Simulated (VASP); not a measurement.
## MnCuAs: structure and properties in VASP

Wanted: the relaxed cell of MnCuAs and its properties. The steps: magnetic order: ferromagnetic, magnetic order: antiferromagnetic within the cell, magnetic order: antiferromagnetic, q = (0, 0, 1/2), magnetic order: antiferromagnetic, q = (1/2, 1/2, 1/2), magnetic order: antiferromagnetic, q = (1/2, 1/2, 0), the orders side by side, relaxing cell and atoms (PBE), second relaxation, density, ELF and potential (PBE), bands along the symmetry lines (PBE), total and projected DOS (PBE), vibrations at Γ (PBE), field gradients at the nuclei (PBE) and total energy, forces and stress (PBE), changed input. The start is a computed cell from the Materials Project.

Method: PBE, spin-polarised from a ferromagnetic start; plane waves and PAW (Mn_pv, Cu, As), in the first sound run; inputs show where later runs differ, in VASP 6.6.1.

## (1) The structure

Symmetry: P4/nmm, No. 129, tetragonal system. Conventional cell: a = 3.699 Å, b = 3.699 Å, c = 6.408 Å, α = 90.00°, β = 90.00°, γ = 90.00°. Nearest to Mn lie 5 As at 2.49 to 2.64 Å and 4 Cu at 2.84 Å. Nearest to Cu lie 4 As at 2.56 Å and 4 Cu at 2.62 Å and 4 Mn at 2.84 Å. As has 5 Mn at 2.49 to 2.64 Å and 4 Cu at 2.56 Å nearest. Farther neighbours are not listed.

Coordinates:

```xyz
6
Lattice="3.6995 0.0000 0.0000 0.0000 3.6995 0.0000 0.0000 0.0000 6.4084" Properties=species:S:1:pos:R:3 pbc="T T T"
Mn    0.0000    1.8497    1.0511
Mn    1.8497    0.0000    5.3573
Cu    0.0000    0.0000    3.2042
Cu    1.8497    1.8497    3.2042
As    0.0000    1.8497    4.9745
As    1.8497    0.0000    1.4339
```

## (2) Magnetic order: ferromagnetic

The properties of a magnet depend on its order, so a few collinear patterns are compared first on the cell as listed, beginning with all moments parallel. PBE, the usual starting point, adds the gradient of the density.

Input file INCAR:

```
SYSTEM = MnCuAs
PREC = Accurate
ENCUT = 400
EDIFF = 1E-06
NELM = 100
ISMEAR = 1
SIGMA = 0.2
LREAL = .FALSE.
ALGO = Normal
GGA = PE
NBANDS = 44
ISPIN = 2
MAGMOM = 4 4 0.6 0.6 0 0
LASPH = .TRUE.
LMAXMIX = 4
LORBIT = 11
LWAVE = .FALSE.
LCHARG = .FALSE.
KPAR = 8
ISIF = 2
```

Input file POSCAR:

```
MnCuAs
1.0
    3.6994910000      0.0000000000      0.0000000000
    0.0000000000      3.6994910000      0.0000000000
    0.0000000000      0.0000000000      6.4084220000
Mn Cu As
2 2 2
Direct
    0.0000000000      0.5000000000      0.1640200000
    0.5000000000      0.0000000000      0.8359800000
    0.0000000000      0.0000000000      0.5000000000
    0.5000000000      0.5000000000      0.5000000000
    0.0000000000      0.5000000000      0.7762460000
    0.5000000000      0.0000000000      0.2237540000
```

Input file KPOINTS:

```
Automatic mesh
0
Gamma
6 6 4
0 0 0
```

The projector-augmented-wave data sets are Mn_pv, Cu and As (PBE family, release 64).

Launch:

```console
$ mpirun -np 8 vasp_std
```

What it wrote:

```text
[banner, memory and clock lines left out]
running    8 mpi-ranks, on    1 nodes
 distrk:  each k-point on    1 cores,    8 groups
 distr:  one band on    1 cores,    1 groups

 POSCAR found type information on POSCAR MnCuAs
 POSCAR found :  3 types and       6 ions
|                                                                             |
|           W    W    AA    RRRRR   N    N  II  N    N   GGGG   !!!           |
|           W    W   A  A   R    R  NN   N  II  NN   N  G    G  !!!           |
|           W    W  A    A  R    R  N N  N  II  N N  N  G       !!!           |
|           W WW W  AAAAAA  RRRRR   N  N N  II  N  N N  G  GGG   !            |
|           WW  WW  A    A  R   R   N   NN  II  N   NN  G    G                |
|           W    W  A    A  R    R  N    N  II  N    N   GGGG   !!!           |
|                                                                             |
|     For optimal performance we recommend to set                             |
|       NCORE = 2 up to number-of-cores-per-socket                            |
|     NCORE specifies how many cores store one orbital (NPAR=cpu/NCORE).      |
|     This setting can greatly improve the performance of VASP for DFT.       |
|     The default, NCORE=1 might be grossly inefficient on modern             |
|     multi-core architectures or massively parallel machines. Do your        |
|     Unfortunately you need to use the default for GW and RPA                |
|     calculations (for HF NCORE is supported but not extensively tested      |
|     yet).                                                                   |
|                                                                             |

 LDA part: xc-table for (Slater+PW92), standard interpolation
 POSCAR, INCAR and KPOINTS ok, starting setup
 FFT: planning ... GRIDC
 FFT: planning ... GRID_SOFT
 FFT: planning ... GRID
 WAVECAR not read
 entering main loop
       N       E                     dE             d eps       ncg     rms          rms(c)
DAV:   1     0.516578346249E+03    0.51658E+03   -0.24272E+04  5856   0.146E+03
DAV:   2     0.905299208232E+01   -0.50753E+03   -0.48149E+03  5304   0.390E+02
DAV:   3    -0.367651018865E+02   -0.45818E+02   -0.41897E+02  5876   0.132E+02
DAV:   4    -0.385455562844E+02   -0.17805E+01   -0.17595E+01  6892   0.274E+01
DAV:   5    -0.385997746564E+02   -0.54218E-01   -0.54189E-01  6480   0.489E+00    0.191E+01
DAV:   6    -0.370861133102E+02    0.15137E+01   -0.37260E+01  6888   0.108E+02    0.133E+01
DAV:   7    -0.348098364809E+02    0.22763E+01   -0.88957E+00  7048   0.571E+01    0.444E+00
DAV:   8    -0.348730931588E+02   -0.63257E-01   -0.78321E-01  8064   0.660E+00    0.291E+00
DAV:   9    -0.348465398094E+02    0.26553E-01   -0.50981E-02  8124   0.395E+00    0.984E-01
DAV:  10    -0.348483744312E+02   -0.18346E-02   -0.15056E-02  7396   0.193E+00    0.489E-01
DAV:  11    -0.348477161858E+02    0.65825E-03   -0.80488E-03  7828   0.245E+00    0.180E-01
DAV:  12    -0.348476403825E+02    0.75803E-04   -0.16456E-03  8032   0.741E-01    0.581E-02
DAV:  13    -0.348476579448E+02   -0.17562E-04   -0.10506E-04  6412   0.753E-02    0.318E-02
DAV:  14    -0.348476588295E+02   -0.88473E-06   -0.64043E-06  7028   0.232E-02
   1 F= -.34847659E+02 E0= -.34845737E+02  d E =-.576432E-02  mag=     6.9252
```

Wall time 35 s (8 MPI ranks of Intel Xeon Platinum 8488C (Sapphire Rapids), shared host); peak memory 2.1 GiB; 4 min of CPU time.

Lines that name or quote the potential files are left out of all logs, and their timing lines are given in words.

Parts of OUTCAR (step 2):

```text
ion  position               nearest neighbor table
   1  0.000  0.500  0.164-   5 2.49   6 2.64   6 2.64   6 2.64   6 2.64   3 2.84   4 2.84   4 2.84
                             3 2.84
   2  0.500  0.000  0.836-   6 2.49   5 2.64   5 2.64   5 2.64   5 2.64   3 2.84   3 2.84   4 2.84
                             4 2.84
   3  0.000  0.000  0.500-   5 2.56   6 2.56   5 2.56   6 2.56   4 2.62   4 2.62   4 2.62   4 2.62
                             2 2.84   1 2.84   2 2.84   1 2.84
   4  0.500  0.500  0.500-   5 2.56   6 2.56   6 2.56   5 2.56   3 2.62   3 2.62   3 2.62   3 2.62
                             1 2.84   2 2.84   2 2.84   1 2.84
   5  0.000  0.500  0.776-   1 2.49   3 2.56   4 2.56   3 2.56   4 2.56   2 2.64   2 2.64   2 2.64
                             2 2.64
   6  0.500  0.000  0.224-   2 2.49   3 2.56   4 2.56   4 2.56   3 2.56   1 2.64   1 2.64   1 2.64
                             1 2.64

  LATTYP: Found a simple tetragonal cell.
 ALAT       =     3.6994910000
 C/A-ratio  =     1.7322442466

 Subroutine GETGRP returns: Found 16 space group operations
 (whereof  8 operations were pure point group operations)

The static configuration has the point symmetry D_2d.
 The point group associated with its full space group is D_4h.

 Found     30 irreducible k-points:

   k-points           NKPTS =     30   k-points in BZ     NKDIM =     30   number of bands    NBANDS=     44

   dimension x,y,z NGX =    24 NGY =   24 NGZ =   42
   dimension x,y,z NGXF=    48 NGYF=   48 NGZF=   84

   ENCUT  =  400.0 eV  29.40 Ry    5.42 a.u.   6.03  6.03 10.45*2*pi/ulx,y,z

   NELECT =      58.0000    total number of electrons

 k-points in reciprocal lattice and weights: Automatic mesh
   0.00000000  0.00000000  0.00000000       0.007
   0.16666667  0.00000000  0.00000000       0.028
   0.33333333  0.00000000  0.00000000       0.028
   0.50000000  0.00000000  0.00000000       0.014
   0.16666667  0.16666667  0.00000000       0.028
   0.33333333  0.16666667  0.00000000       0.056
   0.50000000  0.16666667  0.00000000       0.028
   0.33333333  0.33333333  0.00000000       0.028
   0.50000000  0.33333333  0.00000000       0.028
[...]
0.50000000  0.33333333  0.50000000       0.028
   0.50000000  0.50000000  0.50000000       0.007

 average (electrostatic) potential at core
       1 -66.9074       2 -66.9074       3 -64.0612       4 -64.0612       5 -47.3116
       6 -47.3116

 E-fermi :   7.9372

 spin component 1
 k-point     1 :       0.0000    0.0000    0.0000
  band No.  band energies     occupation
    ...
     27       5.6258      1.00000
     28       5.8302      1.00000
     29       5.8302      1.00000
     30       5.9961      1.00000
     31       5.9961      1.00000
     32       8.6329     -0.00001
     33       8.6329     -0.00001
     34       8.8216     -0.00000
     35       8.8237     -0.00000
     36      10.3524     -0.00000
    ...

 k-point     2 :       0.1667    0.0000    0.0000
  band No.  band energies     occupation
    ...
     28       5.6429      1.00000
     29       5.9896      1.00000
     30       6.0211      1.00000
     31       6.9117      1.00000
     32       7.2195      1.00000
     33       8.6558     -0.00000
     34       9.0255     -0.00000
     35      10.3901     -0.00000
     36      10.8753     -0.00000
     37      12.1214      0.00000
    ...

 k-point     3 :       0.3333    0.0000    0.0000
  band No.  band energies     occupation
    ...
     28       5.7565      1.00000
     29       5.9685      1.00000
     30       6.0104      1.00000
     31       6.8144      1.00000
     32       7.4912      1.00355
     33       8.4027     -0.00242
     34       9.7998     -0.00000
     35      11.2741     -0.00000
     36      11.4181     -0.00000
     37      12.2349      0.00000
    ...

 k-point     4 :       0.5000    0.0000    0.0000
  band No.  band energies     occupation
    ...
     28       5.8271      1.00000
     29       5.9758      1.00000
     30       5.9758      1.00000
     31       6.8786      1.00000
     32       6.8786      1.00000
     33       9.7288     -0.00000
     34       9.7288     -0.00000
     35      11.5873     -0.00000
     36      11.5873     -0.00000
     37      13.0010      0.00000
    ...

 k-point     5 :       0.1667    0.1667    0.0000
  band No.  band energies     occupation
    ...
     28       5.9826      1.00000
     29       6.0477      1.00000
     30       6.1088      1.00000
     31       6.2893      1.00000
     32       7.2078      1.00000
     33       8.0629      0.06761
     34       8.4111     -0.00203
     35      11.6855     -0.00000
     36      11.7001     -0.00000
     37      12.2394      0.00000
    ...

 k-point     6 :       0.3333    0.1667    0.0000
  band No.  band energies     occupation
    ...
     29       5.9901      1.00000
     30       6.0597      1.00000
     31       6.8399      1.00000
     32       7.1287      1.00000
     33       7.5353      1.00776
     34       8.2806     -0.01780
     35      11.6347     -0.00000
     36      11.6882     -0.00000
     37      12.8292      0.00000
     38      13.4123      0.00000
    ...

  Total       -0.5857410     -0.5857410     -0.4488286      0.0000000      0.0000000      0.0000000
  in kB      -10.6999346    -10.6999346     -8.1989091      0.0000000      0.0000000      0.0000000
  external PRESSURE =      -9.8662594 kB  Pullay stress =       0.0000000 kB

  energy-cutoff  :      400.00
  volume of cell :       87.71
      direct lattice vectors                 reciprocal lattice vectors
     3.699491000  0.000000000  0.000000000     0.270307456  0.000000000  0.000000000
     0.000000000  3.699491000  0.000000000     0.000000000  0.270307456  0.000000000
     0.000000000  0.000000000  6.408422000     0.000000000  0.000000000  0.156044655

 POSITION                                       TOTAL-FORCE (eV/Angst)
 -----------------------------------------------------------------------------------
      0.00000      1.84975      1.05111        -0.000000      0.000000     -0.073521
      1.84975      0.00000      5.35731         0.000000      0.000000      0.073521
      0.00000      0.00000      3.20421         0.000000     -0.000000      0.000000
      1.84975      1.84975      3.20421         0.000000      0.000000      0.000000
      0.00000      1.84975      4.97451         0.000000     -0.000000      0.121233
      1.84975      0.00000      1.43391         0.000000      0.000000     -0.121233
 -----------------------------------------------------------------------------------
    total drift:                                0.000000      0.000000      0.000000

  FREE ENERGIE OF THE ION-ELECTRON SYSTEM (eV)
  ---------------------------------------------------
  free  energy   TOTEN  =       -34.8476588295 eV

  energy  without entropy=      -34.8418945124  energy(sigma->0) =      -34.84573739

 total charge
# of ion       s       p       d       tot
------------------------------------------
    1        0.246   6.199   5.083  11.528
    2        0.246   6.199   5.083  11.528
    3        0.401   0.398   9.196   9.995
    4        0.401   0.398   9.196   9.995
    5        1.208   1.522   0.072   2.802
    6        1.208   1.522   0.072   2.802
--------------------------------------------------
tot          3.710  16.239  28.701  48.650

 magnetization (x)
# of ion       s       p       d       tot
------------------------------------------
    1        0.043   0.023   3.344   3.410
    2        0.043   0.023   3.344   3.410
    3       -0.012  -0.011   0.038   0.015
    4       -0.012  -0.011   0.038   0.015
    5        0.017  -0.067   0.003  -0.048
    6        0.017  -0.067   0.003  -0.048
--------------------------------------------------
tot          0.094  -0.110   6.769   6.753

[... 6 further parts left out ...]
```

The k-mesh is coarse for a metal.

This step gave:

```
electronic steps                                  : 14
electrons                                         : 58
bands                                             : 44
irreducible k points                              : 30
symmetry operations                               : 16
free energy (TOTEN)                               : -34.85 eV
energy at zero smearing                           : -34.85 eV
Fermi energy                                      : 7.937 eV
pressure                                          : -0.9866 GPa
moment of the cell, from the last line of the log : 6.925 μB
metallic                                          : yes
```

Spin moment in the PAW sphere by atom:

| atom | spin moment in the PAW sphere (μB) |
| --- | --- |
| Mn1 | 3.41 |
| Mn2 | 3.41 |
| Cu3 | 0.01 |
| Cu4 | 0.01 |
| As5 | -0.05 |
| As6 | -0.05 |

Force by atom:

| atom | x (eV/Å) | y (eV/Å) | z (eV/Å) | size |
| --- | --- | --- | --- | --- |
| Mn1 | 0.000 | 0.000 | -0.074 | 0.074 |
| Mn2 | 0.000 | 0.000 | 0.074 | 0.074 |
| Cu3 | 0.000 | 0.000 | 0.000 | 0.000 |
| Cu4 | 0.000 | 0.000 | 0.000 | 0.000 |
| As5 | 0.000 | 0.000 | 0.121 | 0.121 |
| As6 | 0.000 | 0.000 | -0.121 | 0.121 |

The run ends ferromagnetic with a largest moment of 3.41 μB, and the mesh shows no gap.

[end of part 1 of 9]

[Lines on the potential files, build, host, timing and source positions are cut from VASP's logs without a mark.]

[Logs are printed without paths, hosts, clocks, repeated set-up lines and the standing remarks that a program may print on its own settings, such as how far it seeks lower states.]

[Hosts, paths, dates, database ids (printed as entryN), source tags and the programs' standing remarks are cut or masked in the printed files.]

[A measured line is paired with the nearest computed mode of its activity, which favours agreement.]
